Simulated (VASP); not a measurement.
# GaSb: relaxed cell and zone-centre modes

What lattice and vibrations does GaSb have at one level of theory? The starting structure is a measured crystal structure from the Crystallography Open Database. All runs use LDA.

Program: VASP 6.6.1. Level of theory: Kohn-Sham DFT with plane waves and PAW; LDA. Results are calculated unless marked as measured.

The database entry behind the starting cell differs from later determinations by our own check (about 0.4 % long), so it need not match the best structure at ambient conditions.

## (1) Set-up

It takes space group F-43m (No. 216, cubic). The conventional cell has a = 6.118 Å, b = 6.118 Å, c = 6.118 Å, α = 90.00°, β = 90.00°, γ = 90.00°. Nearest to Sb lie 4 Ga at 2.65 Å. Nearest to Ga lie 4 Sb at 2.65 Å. Farther neighbours are not listed.

## (2) Relaxation

This run starts from the cell of an earlier relaxation, which isn't shown; the restart sets up the plane waves anew.

File INCAR:

```
SYSTEM = GaSb
PREC = Accurate
ENCUT = 500
EDIFF = 1E-07
NELM = 100
ISMEAR = 0
SIGMA = 0.05
LREAL = .FALSE.
ALGO = Normal
GGA = CA
NBANDS = 15
LORBIT = 11
LWAVE = .FALSE.
LCHARG = .FALSE.
KPAR = 4
IBRION = 2
NSW = 50
ISIF = 3
EDIFFG = -0.002
```

File POSCAR:

```
GaSb
1.0
    0.0000000000      3.0277695273      3.0277695273
    3.0277695273      0.0000000000      3.0277695273
    3.0277695273      3.0277695273      0.0000000000
Sb Ga
1 1
Direct
    0.7500000000      0.7500000000      0.7500000000
    0.0000000000      0.0000000000      0.0000000000
```

File KPOINTS:

```
Automatic mesh
0
Gamma
10 10 10
0 0 0
```

The projector-augmented-wave data sets are Sb and Ga_d (LDA family, release 64).

Started as:

```sh
> mpirun -np 4 vasp_std
```

The program printed:

```text
[banner, memory and clock lines left out]
running    4 mpi-ranks, on    1 nodes
 distrk:  each k-point on    1 cores,    4 groups
 distr:  one band on    1 cores,    1 groups

 POSCAR found type information on POSCAR SbGa
 POSCAR found :  2 types and       2 ions
 LDA part: xc-table for (Slater(with rela. corr.)+CA(PZ))
 , standard interpolation
 POSCAR, INCAR and KPOINTS ok, starting setup
 FFT: planning ... GRIDC
 FFT: planning ... GRID_SOFT
 FFT: planning ... GRID
 WAVECAR not read
 entering main loop
       N       E                     dE             d eps       ncg     rms          rms(c)
DAV:   1     0.826161061752E+02    0.82616E+02   -0.85961E+03  1417   0.145E+03
DAV:   2    -0.237599502655E+01   -0.84992E+02   -0.81945E+02  1676   0.308E+02
DAV:   3    -0.868364462206E+01   -0.63076E+01   -0.62788E+01  1697   0.691E+01
DAV:   4    -0.879760990120E+01   -0.11397E+00   -0.11395E+00  1707   0.104E+01
DAV:   5    -0.880042015036E+01   -0.28102E-02   -0.28102E-02  1811   0.143E+00    0.342E+00
DAV:   6    -0.870926370250E+01    0.91156E-01   -0.76064E-02  2080   0.450E+00    0.199E+00
DAV:   7    -0.867245579050E+01    0.36808E-01   -0.53179E-02  1592   0.186E+00    0.295E-01
DAV:   8    -0.867219983747E+01    0.25595E-03   -0.48525E-03  1765   0.861E-01    0.100E-01
DAV:   9    -0.867227742304E+01   -0.77586E-04   -0.34518E-04  1711   0.167E-01    0.398E-02
DAV:  10    -0.867227019559E+01    0.72275E-05   -0.17622E-05  1867   0.382E-02    0.136E-02
DAV:  11    -0.867227245895E+01   -0.22634E-05   -0.43619E-06  1628   0.196E-02    0.526E-03
DAV:  12    -0.867227242739E+01    0.31566E-07   -0.22683E-07  1753   0.359E-03
   1 F= -.86722724E+01 E0= -.86722536E+01  d E =-.867227E+01
 curvature:   0.00 expect dE= 0.000E+00 dE for cont linesearch  0.000E+00
 trial: gam= 0.00000 g(F)=  0.546E-46 g(S)=  0.750E-06 ort = 0.000E+00 (trialstep = 0.100E+01)
 search vector abs. value=  0.750E-06
 reached required accuracy - stopping structural energy minimisation
```

Run time: 4 s. Hardware: 4 MPI ranks of Intel Xeon 6975P-C (Granite Rapids), shared host; peak memory 0.68 GiB.

The logs omit lines about the potential files and the build; timing stands in the text.

From OUTCAR (step 2):

```text
ion  position               nearest neighbor table
   1  0.750  0.750  0.750-   2 2.62   2 2.62   2 2.62   2 2.62
   2  0.000  0.000  0.000-   1 2.62   1 2.62   1 2.62   1 2.62

  LATTYP: Found a face centered cubic cell.
 ALAT       =     6.0555390546

 Subroutine GETGRP returns: Found 24 space group operations
 (whereof 24 operations were pure point group operations)

The static configuration has the point symmetry T_d .

 Found     47 irreducible k-points:

   k-points           NKPTS =     47   k-points in BZ     NKDIM =     47   number of bands    NBANDS=     15

   dimension x,y,z NGX =    32 NGY =   32 NGZ =   32
   dimension x,y,z NGXF=    64 NGYF=   64 NGZF=   64

   ENCUT  =  500.0 eV  36.75 Ry    6.06 a.u.   7.81  7.81  7.81*2*pi/ulx,y,z

   NELECT =      18.0000    total number of electrons

 k-points in reciprocal lattice and weights: Automatic mesh
   0.00000000  0.00000000  0.00000000       0.001
   0.10000000  0.00000000  0.00000000       0.008
   0.20000000  0.00000000  0.00000000       0.008
   0.30000000  0.00000000  0.00000000       0.008
   0.40000000  0.00000000  0.00000000       0.008
   0.50000000  0.00000000  0.00000000       0.004
   0.10000000  0.10000000  0.00000000       0.006
   0.20000000  0.10000000  0.00000000       0.024
   0.30000000  0.10000000  0.00000000       0.024
[...]
-0.30000000  0.40000000  0.20000000       0.024
  -0.30000000  0.50000000  0.20000000       0.012

 average (electrostatic) potential at core
       1 -88.3709       2 -66.6113

 E-fermi :   5.0595

 k-point     1 :       0.0000    0.0000    0.0000
  band No.  band energies     occupation
    ...
      5     -10.1530      2.00000
      6      -6.7334      2.00000
      7       5.0010      1.90231
      8       5.0010      1.90231
      9       5.0010      1.90231
     10       5.0967      0.29308
     11       7.7418      0.00000
     12       7.7418      0.00000
     13       7.7418      0.00000
     14      10.6390      0.00000
    ...

 k-point     2 :       0.1000    0.0000    0.0000
  band No.  band energies     occupation
    ...
      5     -10.1531      2.00000
      6      -6.6269      2.00000
      7       3.3951      2.00000
      8       4.8192      2.00000
      9       4.8192      2.00000
     10       6.0053      0.00000
     11       7.9868      0.00000
     12       7.9868      0.00000
     13       8.1507      0.00000
     14      11.2390      0.00000
    ...

 k-point     3 :       0.2000    0.0000    0.0000
  band No.  band energies     occupation
    ...
      5     -10.1534      2.00000
      6      -6.3163      2.00000
      7       1.6799      2.00000
      8       4.4490      2.00000
      9       4.4490      2.00000
     10       5.9297      0.00000
     11       8.4512      0.00000
     12       8.4512      0.00000
     13       9.4448      0.00000
     14      12.1005      0.00000
    ...

  Total       -0.0032192     -0.0032192     -0.0032192      0.0000000      0.0000000     -0.0000000
  in kB       -0.0929104     -0.0929104     -0.0929104      0.0000000      0.0000000     -0.0000000
  external PRESSURE =      -0.0929104 kB  Pullay stress =       0.0000000 kB

  energy-cutoff  :      500.00
  volume of cell :       55.51
      direct lattice vectors                 reciprocal lattice vectors
     0.000000000  3.027769527  3.027769527    -0.165138065  0.165138065  0.165138065
     3.027769527  0.000000000  3.027769527     0.165138065 -0.165138065  0.165138065
     3.027769527  3.027769527  0.000000000     0.165138065  0.165138065 -0.165138065

 POSITION                                       TOTAL-FORCE (eV/Angst)
 -----------------------------------------------------------------------------------
      4.54165      4.54165      4.54165         0.000000      0.000000      0.000000
      0.00000      0.00000      0.00000        -0.000000     -0.000000     -0.000000
 -----------------------------------------------------------------------------------
    total drift:                               -0.000000     -0.000000     -0.000001

  FREE ENERGIE OF THE ION-ELECTRON SYSTEM (eV)
  ---------------------------------------------------
  free  energy   TOTEN  =        -8.6722724274 eV

  energy  without entropy=       -8.6722347212  energy(sigma->0) =       -8.67225357

 reached required accuracy - stopping structural energy minimisation

 total charge
# of ion       s       p       d       tot
------------------------------------------
    1        1.136   1.362   0.031   2.529
    2        0.920   0.797   9.966  11.683
--------------------------------------------------
tot          2.056   2.159   9.997  14.212

[... 3 further parts left out ...]
```

The run keeps the 24 symmetry operations of its start, so it cannot find a distortion of lower symmetry.

The relaxed cell holds 27.757 Å³ an atom, with a = 6.056 Å (-1.0 % against the database cell). Pressures at 0.985 and 1.015 times this volume, from two more relaxations that aren't shown, give a bulk modulus of 54.7 GPa.

## (3) Modes of the relaxed cell

INCAR: that of step 2 with these lines changed.

```diff
@@ -3,3 +3,3 @@
 ENCUT = 500
-EDIFF = 1E-07
+EDIFF = 1E-08
 NELM = 100
@@ -15,5 +15,3 @@
 KPAR = 4
-IBRION = 2
-NSW = 50
-ISIF = 3
-EDIFFG = -0.002
+IBRION = 8
+ISIF = 2
```

POSCAR is that of step 2.

File KPOINTS:

```
Automatic mesh
0
Gamma
12 12 12
0 0 0
```

Started as:

```sh
> mpirun -np 4 vasp_std
```

The program printed:

```text
[... set-up lines as in an earlier step ...]
 entering main loop
       N       E                     dE             d eps       ncg     rms          rms(c)
DAV:   1     0.806897600875E+02    0.80690E+02   -0.84837E+03  2176   0.143E+03
DAV:   2    -0.250561065818E+01   -0.83195E+02   -0.80536E+02  2573   0.305E+02
DAV:   3    -0.868552327514E+01   -0.61799E+01   -0.61597E+01  2482   0.678E+01
DAV:   4    -0.879919141618E+01   -0.11367E+00   -0.11365E+00  2790   0.104E+01
[...]
DAV:  11    -0.867387520291E+01   -0.20814E-05   -0.44302E-06  2561   0.196E-02    0.523E-03
DAV:  12    -0.867387516877E+01    0.34142E-07   -0.22989E-07  2671   0.348E-03    0.115E-03
DAV:  13    -0.867387517740E+01   -0.86329E-08   -0.22351E-08  2657   0.146E-03
   1 F= -.86738752E+01 E0= -.86738643E+01  d E =-.216714E-04
 Linear response reoptimize wavefunctions to high precision
DAV:   1    -0.867387517748E+01   -0.77307E-10   -0.76213E-10  2207   0.342E-04
 Linear response DOF=           2
 Linear response progress:
  Degree of freedom:   1/  2
[...]
RMM:   7    -0.264876190163E-01    0.73244E-06    0.62768E-08 17510   0.147E-03    0.298E-04
RMM:   8    -0.264872417524E-01    0.37726E-06   -0.77652E-09 16847   0.541E-04    0.833E-05
RMM:   9    -0.264872434327E-01   -0.16803E-08   -0.57155E-09 17547   0.197E-04    0.298E-05
 first order change of Fermi-energy   0.17333E-03
 force on displaced ion       1 direction 1 :  -8.343   0.000   0.000
 Linear response progress:
  Degree of freedom:   2/  2
       N       E                     dE             d eps       ncg     rms          rms(c)
RMM:   1    -0.168228101582E+00   -0.16823E+00    0.97308E-02 10438   0.852E+00
RMM:   2    -0.166793415309E+00    0.14347E-02   -0.27746E-02 15653   0.136E+00    0.402E-02
RMM:   3    -0.166896134482E+00   -0.10272E-03   -0.37075E-03 16166   0.437E-01    0.264E-02
RMM:   4    -0.166807162517E+00    0.88972E-04   -0.15461E-03 17681   0.212E-01    0.143E-02
[...]
RMM:  14    -0.166837953716E+00    0.86108E-08   -0.12834E-07 17635   0.907E-05    0.180E-06
RMM:  15    -0.166837970995E+00   -0.17280E-07   -0.44871E-08 17203   0.612E-05    0.665E-07
RMM:  16    -0.166837966159E+00    0.48363E-08   -0.56415E-08 16767   0.460E-05    0.734E-07
 first order change of Fermi-energy   0.28552E-04
 force on displaced ion       2 direction 1 :  -8.285   0.000   0.000
 Linear response finished
```

Elapsed: 59 s, on 4 MPI ranks; peak memory 2.2 GiB; 3.9 min of CPU time.

OUTCAR, selected parts (step 3):

```text
  Total        0.0034299      0.0034299      0.0034299     -0.0000000     -0.0000000      0.0000000
  in kB        0.0989910      0.0989910      0.0989910     -0.0000000     -0.0000000      0.0000000
  external PRESSURE =       0.0989910 kB  Pullay stress =       0.0000000 kB

[... 2 parts as in an earlier step ...]

[... 1 further part left out ...]
```

The zone-centre modes at 27.757 Å³ an atom are T2 225.7 cm⁻¹.

## (4) Modes at 0.97 of that volume

Shape and positions were first relaxed at this volume, in a run that isn't shown.

INCAR is that of step 3.

File POSCAR:

```
GaSb
1.0
    0.0000000000      2.9971839056      2.9971839056
    2.9971839056      0.0000000000      2.9971839056
    2.9971839056      2.9971839056      0.0000000000
Sb Ga
1 1
Direct
    0.7500000000      0.7500000000      0.7500000000
    0.0000000000      0.0000000000      0.0000000000
```

KPOINTS is that of step 3.

Started as:

```sh
> mpirun -np 4 vasp_std
```

The program printed:

```text
[... set-up lines as in an earlier step ...]
 entering main loop
       N       E                     dE             d eps       ncg     rms          rms(c)
DAV:   1     0.805734490651E+02    0.80573E+02   -0.84861E+03  2192   0.147E+03
DAV:   2    -0.253156936508E+01   -0.83105E+02   -0.80194E+02  2489   0.301E+02
DAV:   3    -0.869198880383E+01   -0.61604E+01   -0.61380E+01  2622   0.681E+01
DAV:   4    -0.879841810907E+01   -0.10643E+00   -0.10641E+00  2680   0.101E+01
[...]
DAV:  11    -0.866446052804E+01   -0.21250E-05   -0.43999E-06  2539   0.194E-02    0.545E-03
DAV:  12    -0.866446048983E+01    0.38211E-07   -0.22908E-07  2707   0.349E-03    0.135E-03
DAV:  13    -0.866446049779E+01   -0.79626E-08   -0.21886E-08  2663   0.146E-03
   1 F= -.86644605E+01 E0= -.86644605E+01  d E =-.195365E-08
 Linear response reoptimize wavefunctions to high precision
DAV:   1    -0.866446049789E+01   -0.99135E-10   -0.78351E-10  2151   0.344E-04
 Linear response DOF=           2
 Linear response progress:
  Degree of freedom:   1/  2
[...]
RMM:  10    -0.264559786095E-01    0.11727E-07   -0.32386E-09 16638   0.101E-04    0.744E-06
RMM:  11    -0.264559538510E-01    0.24758E-07   -0.12851E-08 16986   0.514E-05    0.315E-06
RMM:  12    -0.264559628355E-01   -0.89846E-08   -0.13167E-08 16157   0.368E-05    0.135E-06
 first order change of Fermi-energy  -0.62774E-03
 force on displaced ion       1 direction 1 :  -9.060   0.000   0.000
 Linear response progress:
  Degree of freedom:   2/  2
       N       E                     dE             d eps       ncg     rms          rms(c)
RMM:   1    -0.168360085959E+00   -0.16836E+00    0.10405E-01 10444   0.863E+00
RMM:   2    -0.166759035094E+00    0.16011E-02   -0.27473E-02 15730   0.137E+00    0.412E-02
RMM:   3    -0.166929733752E+00   -0.17070E-03   -0.37157E-03 16233   0.433E-01    0.277E-02
RMM:   4    -0.166853009841E+00    0.76724E-04   -0.16607E-03 17684   0.208E-01    0.142E-02
[...]
RMM:  17    -0.166873161970E+00   -0.68144E-07   -0.27333E-08 15671   0.109E-04    0.114E-07
RMM:  18    -0.166873126157E+00    0.35814E-07   -0.20799E-08 12335   0.105E-04    0.328E-07
RMM:  19    -0.166873154275E+00   -0.28119E-07   -0.21863E-08 12803   0.103E-04    0.598E-08
 first order change of Fermi-energy   0.75981E-03
 force on displaced ion       2 direction 1 :  -9.109   0.000   0.000
 Linear response finished
```

Wall time 70 s (4 MPI ranks); peak memory 2.2 GiB.

Parts of OUTCAR (step 4):

```text
  Total        0.6183294      0.6183294      0.6183294     -0.0000000      0.0000000      0.0000000
  in kB       18.3975629     18.3975629     18.3975629     -0.0000000      0.0000000      0.0000000
  external PRESSURE =      18.3975629 kB  Pullay stress =       0.0000000 kB

 POSITION                                       TOTAL-FORCE (eV/Angst)
 -----------------------------------------------------------------------------------
      4.49578      4.49578      4.49578         0.000000      0.000000      0.000000
      0.00000      0.00000      0.00000        -0.000000     -0.000000     -0.000000
 -----------------------------------------------------------------------------------
    total drift:                               -0.000001     -0.000001     -0.000001

[... 1 part as in an earlier step ...]

[... 1 further part left out ...]
```

The zone-centre modes at 26.924 Å³ an atom are T2 236.1 cm⁻¹.

## (5) Modes at 1.03 of that volume

Shape and positions were first relaxed at this volume, in a run that isn't shown.

INCAR is that of step 4.

File POSCAR:

```
GaSb
1.0
    0.0000000000      3.0577493931      3.0577493931
    3.0577493931      0.0000000000      3.0577493931
    3.0577493931      3.0577493931      0.0000000000
Sb Ga
1 1
Direct
    0.7500000000      0.7500000000      0.7500000000
    0.0000000000      0.0000000000      0.0000000000
```

KPOINTS is that of step 4.

Started as:

```sh
> mpirun -np 4 vasp_std
```

The program printed:

```text
[... set-up lines as in an earlier step ...]
 entering main loop
       N       E                     dE             d eps       ncg     rms          rms(c)
DAV:   1     0.791754204316E+02    0.79175E+02   -0.84933E+03  2224   0.144E+03
DAV:   2    -0.272154200831E+01   -0.81897E+02   -0.79324E+02  2517   0.296E+02
DAV:   3    -0.867748562812E+01   -0.59559E+01   -0.59354E+01  2545   0.669E+01
DAV:   4    -0.878324586193E+01   -0.10576E+00   -0.10574E+00  2695   0.100E+01
[...]
DAV:  12    -0.866596589408E+01    0.25211E-07   -0.22235E-07  2671   0.361E-03    0.931E-04
DAV:  13    -0.866596590522E+01   -0.11147E-07   -0.19351E-08  2628   0.125E-03    0.659E-04
DAV:  14    -0.866596590478E+01    0.44611E-09   -0.68945E-10  1605   0.340E-04
   1 F= -.86659659E+01 E0= -.86659435E+01  d E =-.448112E-04
 Linear response reoptimize wavefunctions to high precision
DAV:   1    -0.866596590473E+01    0.51386E-10   -0.35737E-10  2109   0.173E-04
 Linear response DOF=           2
 Linear response progress:
  Degree of freedom:   1/  2
[...]
RMM:   8    -0.265250183402E-01    0.37187E-06   -0.10981E-08 16839   0.519E-04    0.712E-05
RMM:   9    -0.265250509325E-01   -0.32592E-07   -0.14053E-09 17576   0.193E-04    0.297E-05
RMM:  10    -0.265250529018E-01   -0.19694E-08    0.48471E-09 16853   0.727E-05    0.569E-06
 first order change of Fermi-energy   0.21516E-03
 force on displaced ion       1 direction 1 :  -7.598  -0.000  -0.000
 Linear response progress:
  Degree of freedom:   2/  2
       N       E                     dE             d eps       ncg     rms          rms(c)
RMM:   1    -0.168100426264E+00   -0.16810E+00    0.91149E-02 10426   0.842E+00
RMM:   2    -0.166839754050E+00    0.12607E-02   -0.28016E-02 15538   0.135E+00    0.398E-02
RMM:   3    -0.166878243197E+00   -0.38489E-04   -0.36730E-03 16077   0.438E-01    0.256E-02
RMM:   4    -0.166792221083E+00    0.86022E-04   -0.15753E-03 17726   0.214E-01    0.142E-02
[...]
RMM:  13    -0.166817730387E+00   -0.81305E-07   -0.94888E-08 17409   0.178E-04    0.259E-06
RMM:  14    -0.166817758711E+00   -0.28324E-07   -0.37089E-08 17854   0.114E-04    0.232E-06
RMM:  15    -0.166817764681E+00   -0.59700E-08    0.28450E-09 17270   0.822E-05    0.638E-07
 first order change of Fermi-energy  -0.51385E-06
 force on displaced ion       2 direction 1 :  -7.571   0.000   0.000
 Linear response finished
```

Run time: 63 s. Hardware: 4 MPI ranks; peak memory 2.3 GiB.

From OUTCAR (step 5):

```text
  Total       -0.5383552     -0.5383552     -0.5383552      0.0000000      0.0000000     -0.0000000
  in kB      -15.0849479    -15.0849479    -15.0849479      0.0000000      0.0000000     -0.0000000
  external PRESSURE =     -15.0849479 kB  Pullay stress =       0.0000000 kB

 POSITION                                       TOTAL-FORCE (eV/Angst)
 -----------------------------------------------------------------------------------
      4.58662      4.58662      4.58662        -0.000000     -0.000000     -0.000000
      0.00000      0.00000      0.00000         0.000000      0.000000      0.000000
 -----------------------------------------------------------------------------------
    total drift:                               -0.000000     -0.000000     -0.000000

[... 1 part as in an earlier step ...]

[... 1 further part left out ...]
```

The zone-centre modes at 28.589 Å³ an atom are T2 215.6 cm⁻¹.

## (6) Comparison

| run | volume (Å³/atom) | T2 | core minutes |
| --- | --- | --- | --- |
| relaxation | 27.757 | - | 0.267 |
| modes of the relaxed cell | 27.757 | 225.7 | 3.93 |
| modes at 0.97 of that volume | 26.924 | 236.1 | 4.67 |
| modes at 1.03 of that volume | 28.589 | 215.6 | 4.2 |

Modes are in cm⁻¹, degenerate ones as one, matched by symmetry and order. A number in brackets counts the listed modes of one symmetry from the lowest. The symmetry labels come from an automatic analysis and can be wrong where levels nearly coincide. Core minutes are wall time times ranks of the run shown, on a shared host.

## (7) What came out

```yaml
relaxed_volume: 27.76 Å³/atom
bulk_modulus_from_two_volumes: 54.7 GPa
mode_t2: 225.7 cm⁻¹
grueneisen_parameter_of_t2: 1.51
```

In words: At the LDA level GaSb relaxes to 27.76 Å³ an atom. The mode Grüneisen parameters, from the cells at 0.97 and 1.03 of the volume, come to 1.51 (T2). At a gap this small, or none, the modes can hang strongly on the k mesh, which isn't tested here. The frequencies are harmonic, and the splitting of polar modes by their long-range field is left out. All values are for a static lattice. Further runs on this material are not shown.

[Lines on the potential files, build, host, timing and source positions are cut from VASP's logs without a mark.]

[Logs are printed without paths, hosts, clocks, repeated set-up lines and the standing remarks that a program may print on its own settings, such as how far it seeks lower states.]

[Hosts, paths, dates, database ids (printed as entryN), source tags and the programs' standing remarks are cut or masked in the printed files.]
